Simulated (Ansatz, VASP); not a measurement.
Pd4CO (Palladium): VASP beside Ansatz

```
Pd C O
1.0
     2.71455    0.00000    0.00000
     0.00000    2.71455    0.00000
     0.00000    0.00000   25.90842
Pd C O
4 1 1
Cartesian
  1.3573 1.3573 8.5000
  0.0000 0.0000 10.4195
  1.3573 1.3573 12.3553
  0.0000 0.0000 14.3597
  0.0000 0.0000 16.1980
  0.0000 0.0000 17.3397
```

Alike in both runs: functional LDA; k mesh 11 × 11 × 1; occupations gaussian, width 0.1 eV; no spin polarisation.

Ansatz relaxed the structure, and its values are those at the end. VASP's run is a single point on that final structure, the one shown.

```csv
,VASP,Ansatz
version,VASP 6.6.1,Ansatz 0.2.0
potentials or method,"VASP PAW LDA potentials, release 64 (Pd, C, O)","scalar-relativistic, plane waves, PAW"
plane-wave cutoff (eV),520,420
valence electrons in the cell,50,82
```

```csv
,VASP,Ansatz,Ansatz less VASP
gap on the k mesh at the Fermi level (eV),none,none,-
rms of the force components (eV/Å),0.338,0.060,-0.2782
```

A gap of «none» marks a metal or a gap that the smearing closes. One of these differences is far larger than is usual between the two programs; its cause wasn't traced. The two sets of potentials don't hold the same shells in valence. Ansatz warned: «xc_potential_rough_in_thin_density».

Caveats: the standard files for N, O and F lose accuracy on very short bonds.
